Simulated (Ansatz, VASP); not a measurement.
**KPH40C24O15F6: VASP beside Ansatz**

Wanted: the spread between two codes on one cell, functional and k mesh. The structure shown is the start of the Ansatz relaxation below; VASP solves that cell, so the two are compared at the walk's first step.

Program: Ansatz 0.2.0. Level of theory: plane waves, with VASP 6.6.1 beside it; single point at PBE with D4. Results are calculated unless marked as measured.

## 1. The structure

The cell holds 87 atoms: 24 C, 15 O, 40 H, 1 P, 6 F and 1 K. Cell: a = 9.931 Å, b = 9.931 Å, c = 9.931 Å, α = 90.0°, β = 90.0°, γ = 90.0°.

## 2. Ansatz: relaxation, PBE with D4

Ansatz runs on its default PAW (the set named soft_2) files.

The two programs are compared at the cell with which this relaxation starts, whose forces are those of its first step.

input.yaml

```yaml
crystal:
  lattice:
    - [9.93101, 0.0, 0.0]
    - [0.0, 9.93101, 0.0]
    - [0.0, 0.0, 9.93101]
  atoms:
    - { symbol: C, position: [0.55821, 0.98948, 0.54712] }
    - { symbol: C, position: [0.65734, 0.08668, 0.60822] }
    - { symbol: C, position: [0.59422, 0.1388, 0.73854] }
    - { symbol: O, position: [0.49988, 0.03389, 0.7759] }
    - { symbol: C, position: [0.44053, 0.99692, 0.64444] }
    - { symbol: H, position: [0.52384, 0.02093, 0.45335] }
    - { symbol: H, position: [0.61323, 0.89375, 0.53147] }
    - { symbol: H, position: [0.74213, 0.0289, 0.62614] }
    - { symbol: H, position: [0.68584, 0.16802, 0.54913] }
    - { symbol: H, position: [0.5346, 0.22593, 0.72453] }
    - { symbol: H, position: [0.66584, 0.14905, 0.81991] }
    - { symbol: H, position: [0.37036, 0.06866, 0.60966] }
    - { symbol: H, position: [0.39132, 0.90838, 0.64785] }
    - { symbol: C, position: [0.05918, 0.31107, 0.98981] }
    - { symbol: C, position: [0.16846, 0.22733, 0.93718] }
    - { symbol: C, position: [0.16298, 0.26848, 0.78218] }
    - { symbol: O, position: [0.02234, 0.30651, 0.75868] }
    - { symbol: C, position: [0.9518, 0.30792, 0.88326] }
    - { symbol: H, position: [0.02712, 0.28494, 0.09041] }
    - { symbol: H, position: [0.10216, 0.42024, 0.01052] }
    - { symbol: H, position: [0.26335, 0.23261, 0.98361] }
    - { symbol: H, position: [0.13474, 0.12199, 0.95258] }
    - { symbol: H, position: [0.19532, 0.18709, 0.71533] }
    - { symbol: H, position: [0.23456, 0.35387, 0.77182] }
    - { symbol: H, position: [0.88232, 0.22423, 0.88848] }
    - { symbol: H, position: [0.89375, 0.39824, 0.89393] }
    - { symbol: C, position: [0.80196, 0.92498, 0.07238] }
    - { symbol: C, position: [0.87236, 0.7973, 0.02843] }
    - { symbol: C, position: [0.91225, 0.73574, 0.15547] }
    - { symbol: O, position: [0.80634, 0.76826, 0.25503] }
    - { symbol: C, position: [0.72824, 0.87735, 0.19818] }
    - { symbol: H, position: [0.87947, 0.00533, 0.09066] }
    - { symbol: H, position: [0.74503, 0.96505, 0.99106] }
    - { symbol: H, position: [0.81196, 0.73065, 0.96445] }
    - { symbol: H, position: [0.96983, 0.8118, 0.9731] }
    - { symbol: H, position: [0.00895, 0.77538, 0.19218] }
    - { symbol: H, position: [0.91633, 0.6277, 0.14611] }
    - { symbol: H, position: [0.72804, 0.95658, 0.2785] }
    - { symbol: H, position: [0.63468, 0.83979, 0.17665] }
    - { symbol: O, position: [0.22097, 0.65963, 0.09339] }
    - { symbol: C, position: [0.24961, 0.63894, 0.20953] }
    - { symbol: O, position: [0.34185, 0.7093, 0.28223] }
    - { symbol: C, position: [0.3201, 0.66192, 0.41424] }
    - { symbol: C, position: [0.28596, 0.52619, 0.39624] }
    - { symbol: O, position: [0.20718, 0.53284, 0.28046] }
    - { symbol: H, position: [0.22592, 0.70985, 0.45375] }
    - { symbol: H, position: [0.40994, 0.67663, 0.48015] }
    - { symbol: H, position: [0.23107, 0.49918, 0.48221] }
    - { symbol: H, position: [0.37329, 0.46162, 0.38176] }
    - { symbol: O, position: [0.35, 0.03125, 0.15773] }
    - { symbol: C, position: [0.25981, 0.04569, 0.24039] }
    - { symbol: O, position: [0.27603, 0.08738, 0.37018] }
    - { symbol: C, position: [0.15027, 0.10452, 0.43334] }
    - { symbol: C, position: [0.07419, 0.00762, 0.34533] }
    - { symbol: O, position: [0.12778, 0.01968, 0.21327] }
    - { symbol: H, position: [0.12117, 0.21174, 0.42022] }
    - { symbol: H, position: [0.15376, 0.07583, 0.5401] }
    - { symbol: H, position: [0.96616, 0.02536, 0.35544] }
    - { symbol: H, position: [0.08206, 0.90644, 0.37892] }
    - { symbol: O, position: [0.16854, 0.85115, 0.72875] }
    - { symbol: C, position: [0.07397, 0.78095, 0.69998] }
    - { symbol: O, position: [0.96344, 0.83794, 0.6438] }
    - { symbol: C, position: [0.86692, 0.73489, 0.63604] }
    - { symbol: C, position: [0.95908, 0.61314, 0.63015] }
    - { symbol: O, position: [0.06914, 0.64587, 0.70427] }
    - { symbol: H, position: [0.79599, 0.75319, 0.55988] }
    - { symbol: H, position: [0.8198, 0.74501, 0.73534] }
    - { symbol: H, position: [0.98727, 0.59947, 0.52426] }
    - { symbol: H, position: [0.90601, 0.53139, 0.67093] }
    - { symbol: O, position: [0.91336, 0.25897, 0.35253] }
    - { symbol: C, position: [0.82256, 0.3075, 0.28646] }
    - { symbol: O, position: [0.73344, 0.23825, 0.20822] }
    - { symbol: C, position: [0.65215, 0.33658, 0.13951] }
    - { symbol: C, position: [0.65417, 0.45123, 0.23458] }
    - { symbol: O, position: [0.77051, 0.42727, 0.32104] }
    - { symbol: H, position: [0.55202, 0.29352, 0.11124] }
    - { symbol: H, position: [0.70221, 0.35407, 0.04598] }
    - { symbol: H, position: [0.5628, 0.45168, 0.29195] }
    - { symbol: H, position: [0.6654, 0.54279, 0.18134] }
    - { symbol: P, position: [0.50895, 0.56054, 0.7675] }
    - { symbol: F, position: [0.37279, 0.63494, 0.74563] }
    - { symbol: F, position: [0.48017, 0.47718, 0.63083] }
    - { symbol: F, position: [0.44884, 0.44027, 0.86199] }
    - { symbol: F, position: [0.6541, 0.48268, 0.7802] }
    - { symbol: F, position: [0.54539, 0.64624, 0.89951] }
    - { symbol: F, position: [0.58856, 0.67674, 0.67559] }
    - { symbol: K, position: [0.36744, 0.85287, 0.94907] }
kpoints:
  mp_grid: { grid: [1, 1, 1] }
hamiltonian:
  xc: pbe
  dispersion: d4
scf:
  occupations: { method: fixed }
output:
  forces: true
relax:
  f_tol: 0.05
  max_steps: 200
  cell: {}
```

The run is started by

```console
$ ansatz run input.yaml --threads 4 --pin off --max-ram 8192MiB --backend cpu --events-out ev --progress --plain --runs-dir out
```

Numbers of over 12 decimals in the logs are rounded to 6 here.

The program printed:

```text
Engine: ansatz 0.2.0, aarch64-unknown-linux-gnu
Pseudopotentials: kind: paw
Pseudopotential: C, paw, valence charge 4, recommended cutoff 420 eV (normal), C.paw.azcp
Pseudopotential: O, paw, valence charge 6, recommended cutoff 420 eV (normal), O.paw.azcp
Pseudopotential: H, paw, valence charge 1, recommended cutoff 420 eV (normal), H.paw.azcp
Pseudopotential: P, paw, valence charge 5, recommended cutoff 420 eV (normal), P.paw.azcp
Pseudopotential: F, paw, valence charge 7, recommended cutoff 420 eV (normal), F.paw.azcp
Pseudopotential: K, paw, valence charge 9, recommended cutoff 420 eV (normal), K.paw.azcp
Functional definition: PBE
  parameter kappa = 0.804
  parameter beta = 0.066725
  exchange = pbe_x(kappa = kappa, mu = beta*pi^2/3)
  correlation = pbe_c(beta = beta)
Crystal: 87 atoms, lattice volume = 979.445 Å³
Basis set: ecut = 420 eV, 19213 PW (Γ), exchange–correlation on 144×144×144 points (8 copies of the dense FFT grid, shifted against one another)
Bands: 228, of which v1, the nominal top of the filled ones, is band 141 counted from 1 (140 counted from 0)
Symmetry: 1 space group operations
Space group: P1 (ITA 1), of the structure as read, at distance tolerance 9.9e-5 Å
k-points: 1
Non-local potential: C, projectors of the file, l = 0: 2, l = 1: 2, l = 2: 1
Non-local potential: O, projectors of the file, l = 0: 2, l = 1: 2, l = 2: 1
Non-local potential: H, projectors of the file, l = 0: 2, l = 1: 1
Non-local potential: P, projectors of the file, l = 0: 2, l = 1: 2, l = 2: 2
Non-local potential: F, projectors of the file, l = 0: 2, l = 1: 2, l = 2: 1
Non-local potential: K, projectors of the file, l = 0: 3, l = 1: 2, l = 2: 2
PAW form: soft (Blöchl's): semilocal exchange-correlation on the pseudo side does not see the compensation charge
PAW one-centre angular grid: C, 110 points (default); XC on 64 Gauss nodes
PAW one-centre angular grid: O, 110 points (default); XC on 64 Gauss nodes
PAW one-centre angular grid: H, 110 points (default); XC on 64 Gauss nodes
PAW one-centre angular grid: P, 110 points (default); XC on 64 Gauss nodes
PAW one-centre angular grid: F, 110 points (default); XC on 64 Gauss nodes
PAW one-centre angular grid: K, 110 points (default); XC on 64 Gauss nodes
Initial density: superposition of atomic densities (neutral atoms: chi_scale 0, normalization atom), corrected by the library's trained network
Initial wavefunctions: pseudopotential atomic-orbital guess
Functional: x = pbe(κ = 0.804, μ = 0.219515), c = pbe(β = 0.066725)
SCF iter   1: F=—  HF=-22314.816889 eV  |F-HF|=—  |Δ(HF+E_count)|=         —  Δρ=6.30e-3  dr2=7.00e-1  ethr=1.77e-3  ⟨swp⟩=5.0  Hψ=803  notcnv=0  defer=83
preconditioner: auto → Resta (q_TF=auto, 2.217 Å⁻¹)  ε∞=2.4  [insulator: Δε(μ)=4.851 eV  Ē_g=16.646 eV  n_scr=178 (ndim 8)  ℏωp=19.5 eV  f_vac=0.283  ε∞_Penn≈2.4]
SCF iter   2: F=—  HF=-22314.624563 eV  |F-HF|=—  |Δ(HF+E_count)|=   1.92e-1  Δρ=3.47e-3  dr2=1.66e-1  ethr=2.48e-4  ⟨swp⟩=3.0  Hψ=310  notcnv=0  defer=85
SCF iter   3: F=—  HF=-22314.578403 eV  |F-HF|=—  |Δ(HF+E_count)|=   4.62e-2  Δρ=1.96e-3  dr2=5.82e-2  ethr=5.87e-5  ⟨swp⟩=3.0  Hψ=278  notcnv=0  defer=37
automatic band count: iteration 3 solves 180 bands in place of 228: the levels show a gap, and the empty bands left out lie too high to hold charge; the band table lists the bands solved (type scf.n_extra_bands for more)
SCF iter   4: F=—  HF=-22314.560624 eV  |F-HF|=—  |Δ(HF+E_count)|=   1.78e-2  Δρ=8.04e-4  dr2=8.63e-3  ethr=2.07e-5  ⟨swp⟩=4.0  Hψ=320  notcnv=0  defer=37
SCF iter   5: F=—  HF=-22314.558344 eV  |F-HF|=—  |Δ(HF+E_count)|=   2.28e-3  Δρ=4.00e-4  dr2=1.54e-3  ethr=3.06e-6  ⟨swp⟩=3.0  Hψ=292  notcnv=0  defer=37
SCF iter   6: F=—  HF=-22314.558110 eV  |F-HF|=—  |Δ(HF+E_count)|=   2.34e-4  Δρ=1.79e-4  dr2=2.73e-4  ethr=5.46e-7  ⟨swp⟩=3.0  Hψ=302  notcnv=0  defer=35
SCF iter   7: F=—  HF=-22314.558089 eV  |F-HF|=—  |Δ(HF+E_count)|=   2.15e-5  Δρ=4.17e-5  dr2=1.57e-5  ethr=9.67e-8  ⟨swp⟩=2.0  Hψ=270  notcnv=0  defer=35
SCF iter   8: F=—  HF=-22314.559227 eV  |F-HF|=—  |Δ(HF+E_count)|=   1.14e-3  Δρ=2.26e-5  dr2=4.22e-6  ethr=5.56e-9  ⟨swp⟩=3.0  Hψ=319  notcnv=0  defer=34
SCF iter   9: F=—  HF=-22314.559227 eV  |F-HF|=—  |Δ(HF+E_count)|=   2.33e-7  Δρ=8.89e-6  dr2=6.54e-7  ethr=1.50e-9  ⟨swp⟩=2.0  Hψ=284  notcnv=0  defer=34
SCF iter  10: F=-22314.559227 eV  HF=-22314.559227 eV  |F-HF|=6.75e-9  |Δ(HF+E_count)|=   3.07e-8  Δρ=2.65e-6  dr2=5.88e-8  ethr=3.55e-11  ⟨swp⟩=3.0  Hψ=743  notcnv=0
SCF 1 converged in 10 iterations: F = -22314.559227 eV  dr2 = 5.88e-8
  greatest PAW one-centre occupation: 0.987 electrons in one spin orbital (limit 2), on the K atom at site 86 (counted from 0), in its partial waves of l = 0
[...]
atom  69  H     -0.00139140     0.00167662     0.00129772
  atom  70  O     -0.00373222    -0.00049157     0.00039690
  atom  71  C      0.00312267    -0.00267370    -0.00206407
  atom  72  O      0.00108288     0.00033940     0.00195658
  atom  73  C      0.00225409    -0.00517793     0.00064695
  atom  74  C      0.00294045     0.00298310     0.00094058
  atom  75  O     -0.00495271     0.00474549    -0.00115205
  atom  76  H     -0.00072261    -0.00031486     0.00070572
  atom  77  H     -0.00029097     0.00079627    -0.00125114
  atom  78  H     -0.00085329     0.00108112    -0.00054496
  atom  79  H     -0.00265602    -0.00200868     0.00200564
  atom  80  P      0.00542468     0.02110546    -0.01013001
  atom  81  F     -0.00668747    -0.00454132     0.00197670
  atom  82  F     -0.00317263    -0.00533463    -0.00728381
  atom  83  F     -0.00317200    -0.01113988     0.00822073
  atom  84  F      0.00729957    -0.00120481     0.00029086
  atom  85  F     -0.00812761    -0.00094066     0.01117091
  atom  86  F      0.00853164     0.00268856    -0.00213232
  atom  87  K     -0.00046128     0.00029347     0.00078323
  max |Σ_I F_I| component: 3.30e-6 eV/Å
--- Stress (GPa, compression-positive) ---
        0.009165      -0.018683       0.016101
       -0.018683       0.033827      -0.003137
        0.016102      -0.003137      -0.013321
  P = ⅓ Tr σ = 0.0099 GPa (0.099 kbar)
--- Relaxed structure (54 steps of the walk, 51 accepted, 5 SCFs on fresh bases) ---
  F+E_penalty+E_count = -22319.40328282 eV   max|allowed force component| = 2.111e-2 eV/Å   (the final SCF, on the basis selected at the relaxed cell)
  cell:  # Å, volume = 869.6500 Å³
    - [9.745766, -0.672135, 0.295605]
    - [-0.672135, 9.677379, -0.044013]
    - [0.295605, -0.044013, 9.274251]
  atoms:
    - { symbol: C, position: [0.597615, 1.033667, 0.537047] }
    - { symbol: C, position: [0.698496, 0.070577, 0.658579] }
    - { symbol: C, position: [0.605131, 0.116833, 0.784032] }
    - { symbol: O, position: [0.466797, 0.053546, 0.757087] }
    - { symbol: C, position: [0.458870, 1.067992, 0.604296] }
    - { symbol: H, position: [0.629050, 0.092595, 0.437707] }
    - { symbol: H, position: [0.590698, 0.922910, 0.509134] }
    - { symbol: H, position: [0.744638, -0.020989, 0.688702] }
    - { symbol: H, position: [0.783458, 0.152701, 0.627027] }
    - { symbol: H, position: [0.608075, 0.230851, 0.786038] }
    - { symbol: H, position: [0.628542, 0.081966, 0.890533] }
    - { symbol: H, position: [0.445157, 0.176348, 0.579973] }
    - { symbol: H, position: [0.367559, 0.998403, 0.572217] }
    - { symbol: C, position: [0.080624, 0.315614, 0.992086] }
    - { symbol: C, position: [0.151662, 0.194868, 0.929221] }
    - { symbol: C, position: [0.149988, 0.217567, 0.766582] }
    - { symbol: O, position: [0.036521, 0.294290, 0.744228] }
    - { symbol: C, position: [0.973257, 0.326640, 0.882079] }
    - { symbol: H, position: [0.032836, 0.295712, 0.101262] }
    - { symbol: H, position: [0.154104, 0.411846, -0.00599968] }
    - { symbol: H, position: [0.257513, 0.196055, 0.962139] }
    - { symbol: H, position: [0.090626, 0.094603, 0.960278] }
    - { symbol: H, position: [0.134551, 0.118544, 0.706777] }
    - { symbol: H, position: [0.247023, 0.279787, 0.724913] }
    - { symbol: H, position: [0.879212, 0.251132, 0.906302] }
    - { symbol: H, position: [0.942857, 0.431220, 0.876152] }
    - { symbol: C, position: [0.782625, 0.888461, 0.022822] }
    - { symbol: C, position: [0.895765, 0.791156, 0.017943] }
    - { symbol: C, position: [0.881069, 0.725620, 0.168873] }
    - { symbol: O, position: [0.742660, 0.737242, 0.224009] }
    - { symbol: C, position: [0.716128, 0.870998, 0.177008] }
    - { symbol: H, position: [0.825204, -0.00269566, 0.000515743] }
    - { symbol: H, position: [0.706388, 0.855114, 0.943314] }
    - { symbol: H, position: [0.876915, 0.710684, 0.934965] }
    - { symbol: H, position: [0.999872, 0.847634, 0.995370] }
    - { symbol: H, position: [-0.043671, 0.782356, 0.240024] }
    - { symbol: H, position: [0.894820, 0.615478, 0.169535] }
    - { symbol: H, position: [0.764134, 0.952910, 0.248975] }
    - { symbol: H, position: [0.603907, 0.871508, 0.185215] }
    - { symbol: O, position: [0.201022, 0.674841, 0.149763] }
    - { symbol: C, position: [0.250111, 0.652723, 0.262152] }
    - { symbol: O, position: [0.364661, 0.727723, 0.311651] }
    - { symbol: C, position: [0.386116, 0.679902, 0.455176] }
    - { symbol: C, position: [0.291367, 0.541041, 0.467740] }
    - { symbol: O, position: [0.196071, 0.549661, 0.355073] }
[...]
- { symbol: O, position: [0.396451, 0.030508, 0.137438] }
    - { symbol: C, position: [0.302723, 0.064307, 0.215787] }
    - { symbol: O, position: [0.315785, 0.174999, 0.305808] }
    - { symbol: C, position: [0.179071, 0.196426, 0.366058] }
    - { symbol: C, position: [0.089081, 0.059812, 0.332956] }
    - { symbol: O, position: [0.172617, -0.00353061, 0.222414] }
[...]
- { symbol: O, position: [0.148105, 0.838742, 0.696822] }
    - { symbol: C, position: [0.048431, 0.763089, 0.655122] }
    - { symbol: O, position: [0.951564, 0.807950, 0.577216] }
    - { symbol: C, position: [0.839489, 0.693145, 0.561945] }
    - { symbol: C, position: [0.907469, 0.566040, 0.595439] }
    - { symbol: O, position: [0.022996, 0.625458, 0.679531] }
    - { symbol: H, position: [0.804799, 0.695139, 0.452222] }
    - { symbol: H, position: [0.755494, 0.709760, 0.641190] }
    - { symbol: H, position: [0.950184, 0.515429, 0.500120] }
    - { symbol: H, position: [0.840693, 0.489096, 0.662138] }
    - { symbol: O, position: [0.887315, 0.283963, 0.373170] }
    - { symbol: C, position: [0.792997, 0.312360, 0.305829] }
    - { symbol: O, position: [0.744430, 0.239314, 0.190388] }
    - { symbol: C, position: [0.644982, 0.313945, 0.124817] }
    - { symbol: C, position: [0.608436, 0.415340, 0.243243] }
    - { symbol: O, position: [0.723369, 0.421286, 0.336521] }
    - { symbol: H, position: [0.557444, 0.238084, 0.096427] }
    - { symbol: H, position: [0.695838, 0.366514, 0.028009] }
    - { symbol: H, position: [0.513689, 0.375052, 0.307510] }
    - { symbol: H, position: [0.604462, 0.520730, 0.204427] }
    - { symbol: P, position: [0.498288, 0.553251, 0.834871] }
    - { symbol: F, position: [0.334935, 0.566554, 0.813620] }
    - { symbol: F, position: [0.510917, 0.480923, 0.675704] }
    - { symbol: F, position: [0.454214, 0.402243, 0.909983] }
    - { symbol: F, position: [0.661667, 0.544171, 0.854943] }
    - { symbol: F, position: [0.486212, 0.629735, 0.992886] }
    - { symbol: F, position: [0.540444, 0.708757, 0.760097] }
    - { symbol: K, position: [0.323168, 0.838640, 0.920554] }
```

(Continued in part 2 of 2.)

[Lines on the potential files, build, host, timing and source positions are cut from VASP's logs without a mark.]

[Logs are printed without paths, hosts, clocks, repeated set-up lines and the standing remarks that a program may print on its own settings, such as how far it seeks lower states.]

[Hosts, paths, dates, database ids (printed as entryN), source tags and the programs' standing remarks are cut or masked in the printed files.]
